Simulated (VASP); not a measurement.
Data:

```
GeSi
1.0
    3.20142     0.00000     0.00000
    0.00000     3.20142     0.00000
    0.00000     0.00000     3.20142
Si Ge
1 1
Direct
  0.00000   0.00000   0.00000
  0.50000   0.50000   0.50000
```

Level of theory: PBEsol GGA, VASP's PBE PAW potentials (set 64) (plane waves; VASP). Run with 500 eV cut-off, 11×11×11 Γ-centred mesh, first-order Methfessel-Paxton smearing of 0.10 eV, potentials Si Ge_d.

Energy and stress use the plane-wave basis of the starting cell.

**Question.** The ions, cell shape and volume at an external pressure of 5.0 GPa are relaxed. Which structure does the run end with?

**Answer.** 
```
GeSi
1.0
    3.14381     0.00000     0.00000
    0.00000     3.14381     0.00000
    0.00000     0.00000     3.14381
Si Ge
1 1
Direct
  0.00000   0.00000   0.00000
  0.50000   0.50000   0.50000
```
Space group Pm-3m (221), at a tolerance of 0.03 Å.

**Question.** How do energy and volume change from the first to the last step?

**Answer.** The energy (σ→0) changes by +12.3 meV/atom and the volume by -5.3 %, in 6 ionic steps.

The structure was generated: SiGe was put into the CsCl type type (Pm-3m), which need not be its known phase. This run relaxes it under an external pressure of 5 GPa. Symmetry was kept, so distortions that lower it aren't found. VASP warned that the highest band is occupied, so more bands are needed.
